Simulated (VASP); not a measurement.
These are LDA (Ceperley-Alder, Perdew-Zunger), VASP's LDA PAW potentials (set 64) (plane waves; VASP) values and carry that method's errors.

The input files of a VASP run:

### INCAR
```
! general
SYSTEM=KF
PREC  =Accurate
ENCUT =650
LREAL =F
LASPH =T

! electronic loop
EDIFF =1E-7   ! SCF stop (eV)
NELM  =100
ALGO  =Normal   ! blocked Davidson

! smearing
ISMEAR=0   ! Gaussian
SIGMA =0.05   ! width (eV)

! ions
IBRION=6   ! finite differences
NSW   =1   ! most ionic steps
ISIF  =3   ! ions, shape and volume
POTIM =0.015   ! step
NFREE =2

! output
LWAVE =F
LCHARG=F
```

File KPOINTS:
```
Automatic mesh
0
Gamma
8 8 8
0 0 0
```

File POSCAR:
```
KF
5.1716950
  0.0000000000   0.4999999535   0.4999999535
  0.4999999535   0.0000000000   0.4999999535
  0.4999999535   0.4999999535   0.0000000000
K F
1 1
Cart
  0.0000000000   0.0000000000   0.0000000000
  0.4999999535   0.4999999535   0.4999999535
```

POTCAR, in this order: K_sv F (LDA.64 set). Program: vasp_std.

What VASP printed:

**OUTCAR**
```


   1 f  =    6.392155 THz    40.163096 2PiTHz  213.219349 cm-1    26.435818 meV

   2 f  =    6.392155 THz    40.163096 2PiTHz  213.219349 cm-1    26.435818 meV

   3 f  =    6.392155 THz    40.163096 2PiTHz  213.219349 cm-1    26.435818 meV

   4 f/i=    0.006645 THz     0.041753 2PiTHz    0.221658 cm-1     0.027482 meV

   5 f/i=    0.006645 THz     0.041753 2PiTHz    0.221658 cm-1     0.027482 meV

   6 f/i=    0.006645 THz     0.041753 2PiTHz    0.221658 cm-1     0.027482 meV

 ELASTIC MODULI CONTR FROM IONIC RELAXATION (kBar)
 Direction    XX          YY          ZZ          XY          YZ          ZX
 --------------------------------------------------------------------------------
 XX           0.0000      0.0000      0.0000      0.0000      0.0000      0.0000
 YY           0.0000      0.0000      0.0000      0.0000      0.0000      0.0000
 ZZ           0.0000      0.0000      0.0000      0.0000      0.0000      0.0000
 XY           0.0000      0.0000      0.0000      0.0000      0.0000      0.0000
 YZ           0.0000      0.0000      0.0000      0.0000      0.0000      0.0000
 ZX           0.0000      0.0000      0.0000      0.0000      0.0000      0.0000
 --------------------------------------------------------------------------------

 TOTAL ELASTIC MODULI (kBar)
 Direction    XX          YY          ZZ          XY          YZ          ZX
 --------------------------------------------------------------------------------
 XX         984.3674    172.2714    172.2714     -0.0000     -0.0000     -0.0000
 YY         172.2714    984.3674    172.2714      0.0000      0.0000      0.0000
 ZZ         172.2714    172.2714    984.3674     -0.0000      0.0000     -0.0000
 XY          -0.0000      0.0000     -0.0000    136.0607     -0.0000      0.0000
 YZ          -0.0000      0.0000      0.0000     -0.0000    136.0607      0.0000
 ZX          -0.0000      0.0000     -0.0000      0.0000      0.0000    136.0607
 --------------------------------------------------------------------------------
```
(Selected blocks of OUTCAR.)

The compound is KF in the rock salt structure. It was relaxed first, which changed the volume by -10 %.
